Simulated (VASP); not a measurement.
Energy against volume of TiN (rock salt). Level of theory: PBE GGA with D4 dispersion, VASP's PBE PAW potentials (set 64) (plane waves; VASP). Run with 520 eV cut-off, 15×15×15 Γ-centred mesh, first-order Methfessel-Paxton smearing of 0.10 eV, potentials Ti_sv N.

| V (Å³/atom) | E (eV/atom) |
|---|---|
| 9.076 | -10.13233 |
| 9.356 | -10.14041 |
| 9.637 | -10.13343 |
| 9.918 | -10.11358 |

Fit these four points and predict the energy of the run at 8.795 Å³/atom.

A cubic in V^(−2/3), the third-order Birch-Murnaghan form, passes through the four points with V0 = 9.36 Å³/atom and B0 = 286 GPa, and gives -10.1065 eV/atom there. The run gave -10.1055 eV/atom, +1.0 meV/atom from the fit; all five points give B0 = 291 GPa.

The compound is TiN in the rock salt structure. It was relaxed first.
